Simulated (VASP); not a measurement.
Computed with r2SCAN meta-GGA, VASP's PBE PAW potentials (set 64) (plane waves; VASP). Each cell was relaxed at this level, without spin-orbit coupling.

Which of these comes out without a gap?
(A) KTaO3, Pm-3m (221)
(B) BP, F-43m (216)
(C) Na, Im-3m (229)
(D) CdTe, F-43m (216)

C, Na, Im-3m (229). The others have gaps of 1.45 eV (BP, F-43m (216)), 2.58 eV (KTaO3, Pm-3m (221)), 1.17 eV (CdTe, F-43m (216)).
